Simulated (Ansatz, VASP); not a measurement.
# Cross-check of LiPS3 between VASP and Ansatz

Aim: how closely do two programs agree when they are given the same cell, functional and k mesh? The cell is taken from a series of runs on this material, whose earlier steps may have relaxed, scaled, displaced or heated it; both programs get it as it stands.

Calculated with Ansatz 0.2.0; plane waves, with VASP 6.6.1 beside it; HSE06 form with 15 % exact exchange, screening 0.2078 1/A with an exact-exchange share of 0.15.

## (1) The starting structure

Symmetry: C2/m, No. 12, monoclinic system. Conventional cell: a = 11.116 Å, b = 7.007 Å, c = 6.525 Å, α = 90.00°, β = 125.57°, γ = 90.00°. Li has 4 S at 2.54 to 2.58 Å nearest. Nearest to P lie 4 S at 1.99 to 2.15 Å. Nearest to S lie 2 P at 2.15 Å. Nearest to S lie 1 P at 2.01 Å and 2 Li at 2.58 Å. S has 1 P at 1.99 Å and 2 Li at 2.54 Å nearest. Farther neighbours and most contacts between anions are not listed.

## (2) VASP: G0W0 gap, HSE06 form with 15 % exact exchange, screening 0.2078 1/A with an exact-exchange share of 0.15

Quasiparticle shifts depend on high empty states and on the cores, so they are the hardest test of two PAW sets.

Lines of VASP's logs that name or quote its potential files are left out, and so is its time.

The run reads the wave functions of an earlier VASP run, which isn't shown here.

INCAR reads:

```
SYSTEM = LiPS3
PREC = Accurate
ENCUT = 460
ISMEAR = 0
SIGMA = 0.01
LREAL = .FALSE.
LHFCALC = .TRUE.
AEXX = 0.15
GGA = PE
HFSCREEN = 0.2078
LASPH = .TRUE.
NBANDS = 888
PRECFOCK = Fast
ALGO = EVGW0
NELMGW = 1
ENCUTGW = 150
NOMEGA = 64
NBANDSGW = 34
LWAVE = .FALSE.
LCHARG = .FALSE.
```

POSCAR reads:

```
LiPS3
1.0
    5.5578000000     -3.5035000000      0.0000000000
    5.5578000000      3.5035000000      0.0000000000
   -3.7957895619      0.0000000000      5.3074392707
Li P S
2 2 6
Direct
    0.7591184309      0.2408815691      0.0000000000
    0.2408815691      0.7591184309      0.0000000000
    0.1535229576      0.1535229576      0.5780140654
    0.8464770424      0.8464770424      0.4219859346
    0.2240344925      0.7759655075      0.5000000000
    0.7759655075      0.2240344925      0.5000000000
    0.1971067740      0.1971067740      0.3187113102
    0.8028932260      0.8028932260      0.6812886898
    0.3227742362      0.3227742362      0.9408133490
    0.6772257638      0.6772257638      0.0591866510
```

KPOINTS reads:

```
Automatic mesh
0
Gamma
2 2 2
0 0 0
```

PAW data sets: Li_sv_GW, P_GW and S_GW (PBE family, release 64).

On the command line:

```bash
$ export OMP_NUM_THREADS=4
$ mpirun -np 1 vasp_std
```

Numbers of over 12 decimals in the logs are rounded to 6 here.

Output:

```text
[banner, memory and clock lines left out]
running    1 mpi-ranks, on    1 nodes
 distrk:  each k-point on    1 cores,    1 groups
 distr:  one band on    1 cores,    1 groups
 Offloading initialized ...    1 GPUs detected
 POSCAR found type information on POSCAR LiP S
 POSCAR found :  3 types and      10 ions
|                                                                             |
|           W    W    AA    RRRRR   N    N  II  N    N   GGGG   !!!           |
|           W    W   A  A   R    R  NN   N  II  NN   N  G    G  !!!           |
|           W    W  A    A  R    R  N N  N  II  N N  N  G       !!!           |
|           W WW W  AAAAAA  RRRRR   N  N N  II  N  N N  G  GGG   !            |
|           WW  WW  A    A  R   R   N   NN  II  N   NN  G    G                |
|           W    W  A    A  R    R  N    N  II  N    N   GGGG   !!!           |
|                                                                             |
|     The default for ENCUTGWSOFT is different in this version of VASP.       |
|     please manually set ENCUTGWSOFT =150 in the INCAR file.                 |
|                                                                             |

 LDA part: xc-table for (Slater+PW92), standard interpolation
 found WAVECAR, reading the header
 POSCAR, INCAR and KPOINTS ok, starting setup
 FFT: planning ... GRIDC
 FFT: planning ... GRID_SOFT
 FFT: planning ... GRID
 reading WAVECAR
 the WAVECAR file was read successfully
 initial charge from wavefunction
 available memory per node:   1618.51 GB, setting MAXMEM to   1657358

 The Fermi energy was updated, please check that it is located mid-gap
 values below the HOMO (VB) or above the LUMO (CB) will cause erroneous energies
 E-fermi :   3.4599

 calculate exact exchange contribution
 the WAVEDER file was read successfully
energies w=
    0.000    0.000    0.982    0.000    1.962    0.000    2.938    0.000
    3.908    0.000    4.870    0.000    5.823    0.000    6.766    0.000
    7.697    0.000    8.616    0.000    9.523    0.000   10.418    0.000
   11.300    0.000   12.171    0.000   13.032    0.000   13.882    0.000
   14.723    0.000   15.556    0.000   16.382    0.000   17.203    0.000
   18.020    0.000   18.835    0.000   19.649    0.000   20.464    0.000
   21.282    0.000   22.105    0.000   22.935    0.000   23.773    0.000
   24.623    0.000   25.487    0.000   26.367    0.000   27.266    0.000
   28.188    0.000   29.135    0.000   30.112    0.000   31.124    0.000
   32.173    0.000   33.267    0.000   34.410    0.000   35.610    0.000
   36.874    0.000   38.211    0.000   39.631    0.000   41.147    0.000
   42.772    0.000   44.523    0.000   46.419    0.000   48.485    0.000
   50.747    0.000   53.242    0.000   56.013    0.000   59.111    0.000
   62.606    0.000   66.584    0.000   71.157    0.000   76.475    0.000
   82.739    0.000   90.230    0.000   99.348    0.000  110.686    0.000
  125.156    0.000  144.251    0.000  170.573    0.000  209.122    0.000
 responsefunction array rank=     873
 LDA part: xc-table for (Slater+PW92), standard interpolation

 min. memory requirement per mpi rank   2276.9 MB, per node   2276.9 MB

 allocating  64 responsefunctions rank=   873
 shmem allocating  64 responsefunctions rank=   873
 response function shared by NCSHMEM nodes    1
 Doing            64  frequencies on each core in blocks of            64
NQ=   1    0.0000    0.0000    0.0000,
|.........|.........|.........|.........|.........|.........|.........|.........
 performed        720000 updates of chi_q(r,r)
 total number of BLAS operations       4395.33 Gflops
NQ=   2    0.5000    0.0000    0.0000,
|.........|.........|.........|.........|.........|.........|.........|.........
 performed       1561000 updates of chi_q(r,r)
 total number of BLAS operations       9468.36 Gflops
NQ=   3    0.5000    0.5000    0.0000,
|.........|.........|.........|.........|.........|.........|.........|.........
 performed       2281000 updates of chi_q(r,r)
 total number of BLAS operations      13654.78 Gflops
NQ=   4    0.0000    0.0000    0.5000,
|.........|.........|.........|.........|.........|.........|.........|.........
 performed       3001000 updates of chi_q(r,r)
 total number of BLAS operations      17821.55 Gflops
NQ=   5    0.5000    0.0000    0.5000,
|.........|.........|.........|.........|.........|.........|.........|.........
 performed       3842000 updates of chi_q(r,r)
 total number of BLAS operations      22709.29 Gflops
NQ=   6    0.5000    0.5000    0.5000,
|.........|.........|.........|.........|.........|.........|.........|.........
 performed       4562000 updates of chi_q(r,r)
 total number of BLAS operations      26895.70 Gflops
 resolving degeneracies of screened two electron integrals

 calculate QP shifts <psi_nk| G(iteration)W_0 |psi_nk>: iteration 1
 entering main loop
```

OUTCAR, selected parts (step 2):

```text
ion  position               nearest neighbor table
   1  0.759  0.241  0.000-
   2  0.241  0.759  0.000-
   3  0.154  0.154  0.578-   9 1.99   7 2.01   5 2.15   6 2.15
   4  0.846  0.846  0.422-  10 1.99   8 2.01   5 2.15   6 2.15
   5  0.224  0.776  0.500-   3 2.15   4 2.15
   6  0.776  0.224  0.500-   3 2.15   4 2.15
   7  0.197  0.197  0.319-   3 2.01
   8  0.803  0.803  0.681-   4 2.01
   9  0.323  0.323  0.941-   3 1.99
  10  0.677  0.677  0.059-   4 1.99

  LATTYP: Found a base centered monoclinic cell.
 ALAT       =    11.1156000000
 B/A-ratio  =     0.6303753284
 C/A-ratio  =     0.5870218432
 COS(beta)  =    -0.5817212858

 Subroutine GETGRP returns: Found  4 space group operations
 (whereof  4 operations were pure point group operations)

The static configuration has the point symmetry C_2h.

 Found      6 irreducible k-points:

   k-points           NKPTS =      6   k-points in BZ     NKDIM =      8   number of bands    NBANDS=    888

   dimension x,y,z NGX =    48 NGY =   48 NGZ =   48
   dimension x,y,z NGXF=    96 NGYF=   96 NGZF=   96

   ENCUT  =  460.0 eV  33.81 Ry    5.81 a.u.  11.49 11.49 11.41*2*pi/ulx,y,z

   NELECT =      52.0000    total number of electrons

  energy-cutoff  :      460.00
  volume of cell :      206.69
      direct lattice vectors                 reciprocal lattice vectors
     5.557800000 -3.503500000  0.000000000     0.089963655 -0.142714428  0.064340463
     5.557800000  3.503500000  0.000000000     0.089963655  0.142714428  0.064340463
    -3.795789562  0.000000000  5.307439271    -0.000000000  0.000000000  0.188414780

 k-points in reciprocal lattice and weights: Automatic mesh
   0.00000000  0.00000000  0.00000000       0.125
   0.50000000  0.00000000  0.00000000       0.250
   0.50000000  0.50000000  0.00000000       0.125
   0.00000000  0.00000000  0.50000000       0.125
   0.50000000  0.00000000  0.50000000       0.250
   0.50000000  0.50000000  0.50000000       0.125

 E-fermi :   3.4599

 QP shifts <psi_nk| G(iteration)W_0 |psi_nk>: iteration 1
 for sc-GW calculations column KS-energies equals QP-energies in previous step
 and V_xc(KS)=  KS-energies - (<T + V_ion + V_H > + <T+V_H+V_ion>^1  + <V_x>^1)
 k-point   1 :       0.0000    0.0000    0.0000
  band No.  KS-energies  QP-energies   sigma(KS)   V_xc(KS)     V^pw_x(r,r')   Z            occupation Imag(sigma)
    ...
     23       1.4861       0.7797     -14.1841     -13.2579     -15.9480       0.7627       2.0000       0.1509
     24       1.7750       1.0904     -14.5395     -13.6451     -16.1350       0.7655       2.0000       0.1375
     25       1.8859       1.1860     -14.2676     -13.3533     -15.8925       0.7656       2.0000       0.1387
     26       2.2845       1.5771     -14.6099     -13.6849     -16.3576       0.7647       2.0000       0.1382
     27       5.0206       5.4729     -11.4044     -11.9931      -7.5606       0.7684       0.0000      -0.1667
     28       5.5642       5.9746     -10.8437     -11.3710      -7.0556       0.7785       0.0000      -0.1567
     29       5.9583       6.4629     -11.3326     -11.9831      -7.2073       0.7758       0.0000      -0.1724
     30       6.7851       7.1838      -9.8403     -10.3488      -5.8095       0.7840       0.0000      -0.1729
    ...

 k-point   2 :       0.5000    0.0000    0.0000
  band No.  KS-energies  QP-energies   sigma(KS)   V_xc(KS)     V^pw_x(r,r')   Z            occupation Imag(sigma)
    ...
     23       1.2227       0.4842     -14.1165     -13.1435     -16.0422       0.7589       2.0000       0.1664
     24       1.5240       0.7858     -14.0738     -13.1029     -15.9792       0.7604       2.0000       0.1573
     25       1.6716       0.9312     -14.2152     -13.2444     -16.0204       0.7626       2.0000       0.1528
     26       1.7828       1.0670     -14.3251     -13.3878     -16.1010       0.7637       2.0000       0.1468
     27       4.8621       5.3170     -10.8766     -11.4636      -6.9767       0.7749       0.0000      -0.1638
     28       5.8011       6.2084     -10.5959     -11.1194      -6.7726       0.7781       0.0000      -0.1650
     29       6.1066       6.6151     -11.1267     -11.7836      -7.0417       0.7741       0.0000      -0.1745
     30       6.7482       7.1151      -9.8401     -10.3116      -5.6966       0.7782       0.0000      -0.1899
    ...

 k-point   3 :       0.5000    0.5000    0.0000
  band No.  KS-energies  QP-energies   sigma(KS)   V_xc(KS)     V^pw_x(r,r')   Z            occupation Imag(sigma)
    ...
     23       1.0594       0.3078     -13.7465     -12.7552     -15.7156       0.7583       2.0000       0.1749
     24       1.1459       0.3891     -13.9457     -12.9491     -15.9053       0.7594       2.0000       0.1704
     25       1.7602       1.0635     -14.3543     -13.4396     -16.0786       0.7617       2.0000       0.1450
     26       2.0549       1.3193     -14.3811     -13.4201     -16.1852       0.7654       2.0000       0.1456
     27       5.3891       5.8267     -11.1840     -11.7517      -7.3937       0.7709       0.0000      -0.1684
     28       6.0565       6.4571     -10.7219     -11.2378      -6.8110       0.7765       0.0000      -0.1691
     29       6.2211       6.7425     -10.9729     -11.6468      -6.8115       0.7738       0.0000      -0.1783
     30       7.0695       7.4976     -10.2731     -10.8218      -6.0676       0.7802       0.0000      -0.1837
    ...

 k-point   4 :       0.0000    0.0000    0.5000
  band No.  KS-energies  QP-energies   sigma(KS)   V_xc(KS)     V^pw_x(r,r')   Z            occupation Imag(sigma)
    ...
     23       1.5318       0.7904     -14.1228     -13.1459     -16.0292       0.7589       2.0000       0.1592
     24       1.5375       0.7918     -14.0771     -13.0947     -15.9573       0.7590       2.0000       0.1598
     25       1.5687       0.8453     -14.1365     -13.1867     -16.0114       0.7616       2.0000       0.1552
     26       1.5854       0.8824     -14.2957     -13.3740     -16.0072       0.7627       2.0000       0.1469
     27       4.6353       5.0943     -11.0067     -11.6004      -7.1416       0.7730       0.0000      -0.1621
     28       5.5360       5.9263      -9.7814     -10.2765      -5.9594       0.7884       0.0000      -0.1571
     29       5.6762       6.0896     -10.7489     -11.2806      -6.8956       0.7775       0.0000      -0.1616
     30       6.9058       7.2888     -10.1318     -10.6207      -6.0150       0.7833       0.0000      -0.1753
    ...

[... 2 further parts left out ...]
```

(Part 1 of 2 ends here.)

[Lines on the potential files, build, host, timing and source positions are cut from VASP's logs without a mark.]

[Logs are printed without paths, hosts, clocks, repeated set-up lines and the standing remarks that a program may print on its own settings, such as how far it seeks lower states.]

[Hosts, paths, dates, database ids (printed as entryN), source tags and the programs' standing remarks are cut or masked in the printed files.]
